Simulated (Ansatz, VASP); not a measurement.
**ScPd: VASP beside Ansatz**

File INCAR:

```
PREC     = Accurate       # precision mode
ENCUT    = 600            # plane-wave cutoff, eV
EDIFF    = 1E-6           # SCF threshold, eV
ISMEAR   = 0              # smearing method
SIGMA    = 0.1            # smearing width, eV
LREAL    = F              # projectors in reciprocal space
LASPH    = T              # aspherical terms in the spheres
NELM     = 80             # most SCF steps
ALGO     = Fast           # electronic algorithm
ISIF     = 3              # what is computed and relaxed
LWAVE    = F              # write WAVECAR
LCHARG   = F              # write CHGCAR
GGA      = CA             # functional
IBRION   = 2              # ionic algorithm
NSW      = 70             # ionic steps
EDIFFG   = -0.005         # ionic threshold
```

The input KPOINTS:

```
Automatic mesh
0
Gamma
  12 12 12
```

Contents of POSCAR:

```
ScPd
1.0
    3.3160314685      0.0000000000      0.0000000000
    0.0000000000      3.3160314685      0.0000000000
    0.0000000000      0.0000000000      3.3160314685
Sc Pd
1 1
Direct
    0.5000000000      0.5000000000      0.5000000000
    0.0000000000      0.0000000000      0.0000000000
```

Input for Ansatz:

```yaml
crystal:
  lattice:
    - [3.3160314685, 0.0, 0.0]
    - [0.0, 3.3160314685, 0.0]
    - [0.0, 0.0, 3.3160314685]
  atoms:
    - { symbol: Sc, position: [0.5, 0.5, 0.5] }
    - { symbol: Pd, position: [0.0, 0.0, 0.0] }
basis:
  ecutwfc: 420
kpoints:
  mp_grid: { grid: [12, 12, 12] }
hamiltonian:
  xc: lda
scf:
  occupations: { method: gaussian, width: 0.1 }
output:
  forces: true
  stress: true
  eigenvalues: true
relax:
  adjacent_minimum: "off"
  f_tol: 0.005
  max_steps: 50
  cell: { stress_tol: 0.05 }
```

Alike in both runs: task relaxation of cell and atoms; functional LDA; k mesh 12 × 12 × 12; occupations gaussian, width 0.1 eV; no spin polarisation.

|  | VASP | Ansatz |
| --- | --- | --- |
| version | VASP 6.6.1 | Ansatz 0.2.0 |
| potentials or method | VASP PAW LDA potentials, release 64 (Sc_sv, Pd) | scalar-relativistic, plane waves, PAW |
| plane-wave cutoff (eV) | 600 | 420 |
| valence electrons in the cell | 21 | 29 |

Ansatz gave:

- gap on the k mesh at the Fermi level, each at its own relaxed structure (eV): none
- relaxed volume (Å³/atom): 16.87
- relaxed cell length with the largest relative difference (Å): 3.231
- energy change over the relaxation (meV/atom): -40

Estimate VASP's values.

gap on the k mesh at the Fermi level, each at its own relaxed structure (eV): none; relaxed volume (Å³/atom): 16.94; relaxed cell length with the largest relative difference (Å): 3.236; energy change over the relaxation (meV/atom): -37.

A gap of «none» marks a metal or a gap that the smearing closes. The two sets of potentials don't hold the same shells in valence.

LDA usually gives volumes a few per cent too small. Zero-point motion and thermal expansion aren't in these numbers.
